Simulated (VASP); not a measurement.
Computed with LDA (Ceperley-Alder, Perdew-Zunger), VASP's LDA PAW potentials (set 64) (plane waves; VASP).

VASP input:

INCAR:
```
SYSTEM  =  CaO
PREC  =  Accurate; ENCUT  =  620; LREAL  =  F
LASPH  =  T
EDIFF  =  1E-6; NELM  =  100; ALGO  =  Normal
ISMEAR  =  0; SIGMA  =  0.05
IBRION  =  2; NSW  =  40; ISIF  =  3
EDIFFG  =  -0.02; PSTRESS  =  100
LWAVE  =  F; LCHARG  =  F
```

POSCAR:
```
CaO
1.0
  0.0000000000   2.3068910375   2.3068910375
  2.3068910375   0.0000000000   2.3068910375
  2.3068910375   2.3068910375   0.0000000000
Ca O
1 1
direct
  0.0000000000   0.0000000000   0.0000000000
  0.5000000000   0.5000000000   0.5000000000
```

### KPOINTS
```
Automatic mesh
0
Gamma
10 10 10
0 0 0
```

POTCAR, in this order: Ca_sv O (LDA.64 set). Program: vasp_std.

Output

OSZICAR:
```
       N       E                     dE             d eps       ncg     rms          rms(c)
DAV:   1     0.140319660744E+03    0.14032E+03   -0.97591E+03  1128   0.160E+03
DAV:   2    -0.889848845014E+01   -0.14922E+03   -0.13947E+03  1312   0.364E+02
DAV:   3    -0.156904530919E+02   -0.67920E+01   -0.67318E+01  1400   0.795E+01
DAV:   4    -0.159165740425E+02   -0.22612E+00   -0.22596E+00  1660   0.126E+01
DAV:   5    -0.159190246256E+02   -0.24506E-02   -0.24503E-02  1356   0.122E+00    0.852E+00
DAV:   6    -0.142765881225E+02    0.16424E+01   -0.81166E+00  1304   0.277E+01    0.352E+00
DAV:   7    -0.142032745656E+02    0.73314E-01   -0.65500E-01  1512   0.848E+00    0.169E+00
DAV:   8    -0.141737148863E+02    0.29560E-01   -0.76049E-02  1344   0.317E+00    0.362E-01
DAV:   9    -0.141713820706E+02    0.23328E-02   -0.15397E-02  1372   0.113E+00    0.109E-01
DAV:  10    -0.141714628110E+02   -0.80740E-04   -0.12992E-03  1312   0.380E-01    0.264E-02
DAV:  11    -0.141714910675E+02   -0.28256E-04   -0.18326E-04  1748   0.114E-01    0.319E-02
DAV:  12    -0.141714730410E+02    0.18026E-04   -0.60027E-05  1368   0.861E-02    0.297E-03
DAV:  13    -0.141714733849E+02   -0.34386E-06   -0.45929E-06  1452   0.211E-02
   1 F= -.12638973E+02 E0= -.12638973E+02  d E =-.126390E+02
```

**OUTCAR**
```
------------------------ aborting loop because EDIFF is reached ----------------------------------------
  FORCE on cell =-STRESS in cart. coord.  units (eV):
  Direction    XX          YY          ZZ          XY          YZ          ZX
  --------------------------------------------------------------------------------------
  Total        1.5277689      1.5277689      1.5277689      0.0000000      0.0000000     -0.0000000
  in kB       99.6912398     99.6912398     99.6912398      0.0000000      0.0000000     -0.0000000
  external PRESSURE =      -0.3087602 kB  Pullay stress =     100.0000000 kB
  volume of cell :       24.55
      direct lattice vectors                 reciprocal lattice vectors
     0.000000000  2.306891037  2.306891037    -0.216741923  0.216741923  0.216741923
     2.306891037  0.000000000  2.306891037     0.216741923 -0.216741923  0.216741923
     2.306891037  2.306891037  0.000000000     0.216741923  0.216741923 -0.216741923
  FREE ENERGIE OF THE ION-ELECTRON SYSTEM (eV)
  ---------------------------------------------------
  free  energy   TOTEN  =       -14.1714733849 eV

  energy  without entropy=      -14.1714733849  energy(sigma->0) =      -14.17147338
  enthalpy is  TOTEN    =       -12.6389727660 eV   P V=        1.5325006188

 reached required accuracy - stopping structural energy minimisation
```
(Selected blocks of OUTCAR.)

The compound is CaO in the rock salt structure. It was relaxed first under an external pressure of 10 GPa.
